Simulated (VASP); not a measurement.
Data:

```
Na
1.0
   -2.08396     2.08396     2.08396
    2.08396    -2.08396     2.08396
    2.08396     2.08396    -2.08396
Na
1
Direct
  0.00000   0.00000   0.00000
```

Calculation: r2SCAN meta-GGA, VASP's PBE PAW potentials (set 64) (plane waves; VASP). Numerical set-up: 480 eV cut-off, 12×12×12 Γ-centred mesh, first-order Methfessel-Paxton smearing of 0.10 eV, potentials Na_pv.

Energy and stress use the plane-wave basis of the starting cell.

**Question.** The ions, cell shape and volume at an external pressure of 15.0 GPa are relaxed. Predict the relaxed structure.

**Answer.** 
```
Na
1.0
   -1.71357     1.71357     1.71357
    1.71357    -1.71357     1.71357
    1.71357     1.71357    -1.71357
Na
1
Direct
  0.00000   0.00000   0.00000
```
Space group Im-3m (229), at a tolerance of 0.03 Å.

**Question.** How do energy and volume change from the first to the last step?

**Answer.** The energy (σ→0) changes by +496.2 meV/atom and the volume by -44.4 %, in 4 ionic steps.

| step | E(σ→0) (eV) | max force (eV/Å) | pressure (GPa) | volume (Å³) |
|---|---|---|---|---|
| 1 | -3.5490 | 0.000 | 0.39 | 36.20 |
| 2 | -3.1695 | 0.000 | 12.06 | 21.52 |
| 3 | -3.0823 | 0.000 | 14.27 | 20.45 |
| 4 | -3.0528 | 0.000 | 15.08 | 20.13 |

The compound is Na in the bcc structure. This run relaxes it under an external pressure of 15 GPa. Symmetry was kept, so distortions that lower it aren't found.
